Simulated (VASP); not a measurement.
Here is the system:

```yaml
crystal:
  lattice:
    - [0.00000, 2.25173, 2.25173]
    - [2.25173, 0.00000, 2.25173]
    - [2.25173, 2.25173, 0.00000]
  atoms:
    - { symbol: Hf, position: [0.00000, 0.00000, 0.00000] }
    - { symbol: N, position: [0.50000, 0.50000, 0.50000] }
```

Calculation: PBE GGA with D3 dispersion (zero damping), VASP's PBE PAW potentials (set 64) (plane waves; VASP). Settings: 520 eV cut-off, Gaussian smearing of 0.050 eV, potentials Hf_pv N.

### Question
Give the energies of bands 5 to 10 at the high-symmetry points, in eV from the Fermi level.

### Answer

```csv
band,Γ,X,U,L,W
5,-3.07,-5.44,-6.41,-8.97,-6.24
6,-3.07,-3.88,-5.57,-6.26,-5.52
7,-3.07,-3.73,-5.02,-6.26,-5.52
8,-0.38,-3.73,-0.89,3.29,1.10
9,-0.38,4.12,3.89,3.72,1.10
10,-0.38,5.57,4.48,3.72,5.58
```

It has no gap at this level: it comes out as a metal or semimetal.

The compound is HfN in the rock salt structure. It was relaxed first. The electron count is odd and the run is not spin-polarised, which forces a metal.
